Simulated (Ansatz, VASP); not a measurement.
# WS2 in two plane-wave programs, part 2 of 2

Aim: how closely do two programs agree when they are given the same cell, functional and k mesh? Of the first pair: The structure shown is the start of the Ansatz relaxation below; VASP solves that cell, so the two are compared at the walk's first step.

VASP 6.6.1 and Ansatz 0.2.0.

So far: The starting structure; Ansatz: relaxation, LDA; VASP: single point, LDA, start cell, pair 1.

## 3. VASP: single point, LDA, start cell, pair 1 (continued)

Level of this step: LDA, no spin polarisation; plane waves and PAW (W, S) (VASP).

Numbers of over 12 decimals in the logs are rounded to 6 here.

OUTCAR, selected parts (step 3):

```text
ion  position               nearest neighbor table
   1  0.000  0.000  0.312-   2 2.47   3 2.47   2 2.47   3 2.47   2 2.47   3 2.47
   2  0.333  0.667  0.366-   1 2.47   1 2.47   1 2.47
   3  0.333  0.667  0.259-   1 2.47   1 2.47   1 2.47

  LATTYP: Found a hexagonal cell.
 ALAT       =     3.2357000000
 C/A-ratio  =     9.3529724635

 Subroutine GETGRP returns: Found 12 space group operations
 (whereof  6 operations were pure point group operations)

The static configuration has the point symmetry C_3v.
 The point group associated with its full space group is D_3h.

 Found     12 irreducible k-points:

   k-points           NKPTS =     12   k-points in BZ     NKDIM =     12   number of bands    NBANDS=     15

   dimension x,y,z NGX =    24 NGY =   24 NGZ =  240
   dimension x,y,z NGXF=    48 NGYF=   48 NGZF=  480

   ENCUT  =  520.0 eV  38.22 Ry    6.18 a.u.   6.02  6.02 56.27*2*pi/ulx,y,z

   NELECT =      18.0000    total number of electrons

 k-points in reciprocal lattice and weights: Automatic mesh
   0.00000000  0.00000000  0.00000000       0.012
   0.11111111  0.00000000  0.00000000       0.074
   0.22222222  0.00000000  0.00000000       0.074
   0.33333333  0.00000000  0.00000000       0.074
   0.44444444  0.00000000  0.00000000       0.074
   0.11111111  0.11111111  0.00000000       0.074
   0.22222222  0.11111111  0.00000000       0.148
   0.33333333  0.11111111  0.00000000       0.148
   0.44444444  0.11111111  0.00000000       0.074
   0.22222222  0.22222222  0.00000000       0.074
   0.33333333  0.22222222  0.00000000       0.148
   0.33333333  0.33333333  0.00000000       0.025

 dipolmoment           0.000000      0.000000      0.000005 electrons x Angstroem

 average (electrostatic) potential at core
       1 -49.8974       2 -95.4919       3 -95.4919

 E-fermi :  -2.8196

 k-point     1 :       0.0000    0.0000    0.0000
  band No.  band energies     occupation
    ...
      5      -6.2698      2.00000
      6      -5.7428      2.00000
      7      -5.1570      2.00000
      8      -5.1570      2.00000
      9      -3.8101      2.00000
     10      -0.9799      0.00000
     11      -0.9799      0.00000
     12      -0.9197      0.00000
     13      -0.9197      0.00000
     14       1.1005      0.00000
    ...

 k-point     2 :       0.1111    0.0000    0.0000
  band No.  band energies     occupation
    ...
      5      -6.2531      2.00000
      6      -6.0901      2.00000
      7      -5.4392      2.00000
      8      -4.9934      2.00000
      9      -3.9115      2.00000
     10      -1.3231      0.00000
     11      -1.1347      0.00000
     12      -1.0706      0.00000
     13      -0.6669      0.00000
     14       1.7068      0.00000
    ...

 k-point     3 :       0.2222    0.0000    0.0000
  band No.  band energies     occupation
    ...
      5      -7.0851      2.00000
      6      -6.0095      2.00000
      7      -5.6336      2.00000
      8      -5.2124      2.00000
      9      -4.3718      2.00000
     10      -1.6161      0.00000
     11      -1.3221      0.00000
     12      -0.9349      0.00000
     13      -0.0679      0.00000
     14       2.4707      0.00000
    ...

  Total       -5.3320110     -5.3320095     -5.7100828      0.0000000      0.0000000      0.0000000
  in kB      -31.1326901    -31.1326812    -33.3401856      0.0000000      0.0000000      0.0000000
  external PRESSURE =     -31.8685190 kB  Pullay stress =       0.0000000 kB

  energy-cutoff  :      520.00
  volume of cell :      274.40
      direct lattice vectors                 reciprocal lattice vectors
     3.235700000  0.000000000  0.000000000     0.309052137  0.178431360  0.000000000
    -1.617850000  2.802198000  0.000000000     0.000000000  0.356862720  0.000000000
     0.000000000  0.000000000 30.263413000     0.000000000  0.000000000  0.033043200

 POSITION                                       TOTAL-FORCE (eV/Angst)
 -----------------------------------------------------------------------------------
      0.00000      0.00000      9.45430         0.000000      0.000000      0.000000
     -0.00000      1.86813     11.07015        -0.000000     -0.000000     -1.759279
     -0.00000      1.86813      7.83844         0.000000     -0.000000      1.759279
 -----------------------------------------------------------------------------------
    total drift:                                0.000000      0.000001      0.000066

  FREE ENERGIE OF THE ION-ELECTRON SYSTEM (eV)
  ---------------------------------------------------
  free  energy   TOTEN  =       -25.9337832590 eV

  energy  without entropy=      -25.9337832590  energy(sigma->0) =      -25.93378326

 vacuum level on the upper side and lower side of the slab         2.255         2.255

 total charge
# of ion       s       p       d       tot
------------------------------------------
    1        0.528   0.625   4.107   5.260
    2        1.358   2.309   0.000   3.667
    3        1.358   2.309   0.000   3.667
--------------------------------------------------
tot          3.244   5.243   4.107  12.594

[... 3 further parts left out ...]
```

This run has no spin polarisation, so a moment on W, if there is one, isn't seen. The data set W keeps the semicore shell frozen, which is cheaper and a little less accurate.

## 4. Comparison

Known differences besides the potentials themselves: Ansatz cuts the interaction across the vacuum, VASP repeats the sheet with a dipole correction (LDIPOL); the data sets hold 26 valence electrons in Ansatz (on its default PAW (the set named soft_2) files) and 18 in VASP; the cutoff is 420 eV in Ansatz and 520 eV in VASP; VASP's log shows a relativistic correction to its local exchange, Ansatz's none. Total energies have different zeros and are not compared.

Forces (eV/Å; atoms numbered as in POSCAR):

```tsv
atom	Ansatz x, y, z	VASP x, y, z
W1	0.000, 0.000, 0.000	0.000, 0.000, 0.000
S2	0.000, 0.000, -1.700	0.000, 0.000, -1.759
S3	0.000, 0.000, 1.700	0.000, 0.000, 1.759
```

The forces differ by 28 meV/Å r.m.s., which is 3.4 % of the r.m.s. force of 0.829 eV/Å (both taken over all components). Where the cell holds vacuum, a pressure given here is an average over it and none of the material.

## 5. Further runs

Further runs change the set-up of one program: Ansatz's method, potentials or start, or VASP's data sets, cutoff or form of LDA. The table gives that difference for each run.

```tsv
run	r.m.s. force difference (meV/Å)
as above	28
VASP with the data sets W_sv and S and a cutoff of 400 eV	11
```

## 6. Ansatz: relaxation, LDA

This run makes the geometry at which the two programs are then compared.

The structure compared here is the end of the Ansatz relaxation.

This is the run of step 2 again, met here at its other cell.

## 7. VASP: single point, LDA, relaxed cell, pair 2

The same cell, functional (in two slightly different forms), mesh and smearing now go to VASP, with its own data sets.

The input, INCAR:

```
SYSTEM = WS2
PREC = Accurate
ENCUT = 520
EDIFF = 1E-06
NELM = 120
ISMEAR = -1
SIGMA = 0.02
LREAL = .FALSE.
ALGO = Normal
GGA = PW92
NBANDS = 15
LASPH = .TRUE.
LORBIT = 11
LWAVE = .FALSE.
LCHARG = .FALSE.
ISIF = 2
LDIPOL = .TRUE.
IDIPOL = 3
DIPOL = 0.5 0.5 0.312
LVHAR = .TRUE.
GGA_COMPAT = .FALSE.
EFERMI = MIDGAP
NELMDL = -8
```

The input, POSCAR:

```
WS2
1.0
    3.1252542380      0.0000000000      0.0000000000
   -1.5626271190      2.7065495634      0.0000000000
    0.0000000000      0.0000000000     30.2634131406
W S
1 2
Direct
    0.0000000000      0.0000000000      0.3124002101
    0.3333333333      0.6666666667      0.3639627194
    0.3333333333      0.6666666667      0.2608377008
```

The input, KPOINTS:

```
Automatic mesh
0
Gamma
9 9 1
0 0 0
```

PAW data sets: W and S (LDA family, release 64).

The run is started by

```
$ mpirun -np 1 vasp_std
```

The program printed:

```text
[banner, memory and clock lines left out]
running    1 mpi-ranks, on    1 nodes
[...]
[... a notice as in an earlier step ...]

 LDA part: xc-table for (Slater(with rela. corr.)+PW92), standard interpolation
 POSCAR, INCAR and KPOINTS ok, starting setup
[...]
entering main loop
       N       E                     dE             d eps       ncg     rms          rms(c)
DAV:   1     0.139086343180E+03    0.13909E+03   -0.57453E+03   360   0.847E+02
DAV:   2    -0.905920943198E+01   -0.14815E+03   -0.13399E+03   610   0.162E+02
DAV:   3    -0.272199716302E+02   -0.18161E+02   -0.18036E+02   500   0.723E+01
DAV:   4    -0.275940829290E+02   -0.37411E+00   -0.37219E+00   472   0.130E+01
[...]
DAV:  24    -0.262335928099E+02   -0.20481E-05   -0.55024E-08   376   0.660E-04    0.135E-04
DAV:  25    -0.262335941797E+02   -0.13698E-05   -0.28355E-08   376   0.480E-04    0.146E-04
DAV:  26    -0.262335945839E+02   -0.40421E-06   -0.56936E-09   341   0.274E-04
   1 F= -.26233595E+02 E0= -.26233595E+02  d E =-.105642E-22
```

From OUTCAR (step 7):

```text
  Total       -0.1090893     -0.1090893     -0.0710893      0.0000000      0.0000000      0.0000000
  in kB       -0.6827688     -0.6827688     -0.4449343      0.0000000      0.0000000      0.0000000
  external PRESSURE =      -0.6034906 kB  Pullay stress =       0.0000000 kB

 POSITION                                       TOTAL-FORCE (eV/Angst)
 -----------------------------------------------------------------------------------
      0.00000      0.00000      9.45430         0.000000     -0.000000      0.000000
     -0.00000      1.80437     11.01475         0.000000      0.000000     -0.014750
     -0.00000      1.80437      7.89384        -0.000000      0.000000      0.014750
 -----------------------------------------------------------------------------------
    total drift:                                0.000000     -0.000000      0.000062

  FREE ENERGIE OF THE ION-ELECTRON SYSTEM (eV)
  ---------------------------------------------------
  free  energy   TOTEN  =       -26.2335945839 eV

  energy  without entropy=      -26.2335945839  energy(sigma->0) =      -26.23359458

[... 1 part as in an earlier step ...]

[... 2 further parts left out ...]
[key lines of the parts left out:]
E-fermi :  -2.5380
```

## 8. Differences

What differs besides the data sets and the points named for the pairs above, as far as they apply: the data sets hold 26 valence electrons in Ansatz (on its default PAW (the set named soft_2) files) and 18 in VASP. Total energies have different zeros and are not compared.

Both answers:

```tsv
quantity	Ansatz	VASP	difference
gap on the k mesh (eV)	1.987	1.996	-0.009
```

The largest component of a force difference here is 17 meV/Å. A gap on the mesh is an upper bound, since the band edges may lie between its points; neither run holds spin-orbit coupling, which can move the band edges of a compound of W. Where the cell holds vacuum, a pressure given here is an average over it and none of the material.

## 9. Results

| Property | Result |
| --- | --- |
| r.m.s. force difference (single point, LDA, start cell, pair 1) | 3.4 % of the r.m.s. force |
| difference in gap on the k mesh (single point, LDA, relaxed cell, pair 2) | -0.0089 eV |
| r.m.s. force difference (single point, LDA, relaxed cell, pair 2) | 7.8 meV/Å |

The r.m.s. force difference is 3.4 % of the r.m.s. force (single point, LDA, start cell, pair 1), beyond the 3 % picked in this series as the mark of a large difference. The data sets hold unlike numbers of valence electrons (26 in Ansatz and 18 in VASP), so part of the differences may come from the potentials. Single point, LDA, start cell, pair 1, VASP with the data sets W_sv and S and a cutoff of 400 eV: r.m.s. force difference goes from 28 to 11 meV/Å. How closely two codes agree says nothing of how well the functional describes the real material.

[Lines on the potential files, build, host, timing and source positions are cut from VASP's logs without a mark.]

[Logs are printed without paths, hosts, clocks, repeated set-up lines and the standing remarks that a program may print on its own settings, such as how far it seeks lower states.]

[Hosts, paths, dates, database ids (printed as entryN), source tags and the programs' standing remarks are cut or masked in the printed files.]
